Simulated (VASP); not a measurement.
Here is the system:

```yaml
crystal:
  lattice:
    - [0.00000, 3.73441, 3.73441]
    - [3.73441, 0.00000, 3.73441]
    - [3.73441, 3.73441, 0.00000]
  atoms:
    - { symbol: K, position: [0.25000, 0.25000, 0.25000] }
    - { symbol: K, position: [0.75000, 0.75000, 0.75000] }
    - { symbol: Se, position: [0.00000, 0.00000, 0.00000] }
```

Method: LDA (Ceperley-Alder, Perdew-Zunger), VASP's LDA PAW potentials (set 64) (plane waves; VASP). Run with 400 eV cut-off, Gaussian smearing of 0.050 eV, potentials K_sv Se.

Question: Give the energies of bands 10 to 15 at the high-symmetry points, in eV from the valence-band maximum.

Answer: 
| band | Γ | X | U | L | W |
|---|---|---|---|---|---|
| 10 | -0.22 | -0.90 | -0.67 | -0.76 | -0.47 |
| 11 | -0.22 | 0.00 | -0.26 | -0.07 | -0.47 |
| 12 | -0.22 | 0.00 | -0.01 | -0.07 | -0.02 |
| 13 | 2.07 | 3.18 | 3.43 | 4.61 | 3.42 |
| 14 | 5.14 | 4.87 | 5.12 | 4.63 | 5.52 |
| 15 | 5.14 | 6.27 | 6.24 | 5.46 | 5.52 |

The gap is indirect, 2.07 eV, from the valence maximum at X to the conduction minimum at Γ.

The structure comes from a computed database's K2Se entry (Fm-3m); how it stands against other phases isn't given here. It was relaxed first, which changed the volume by -8 %.
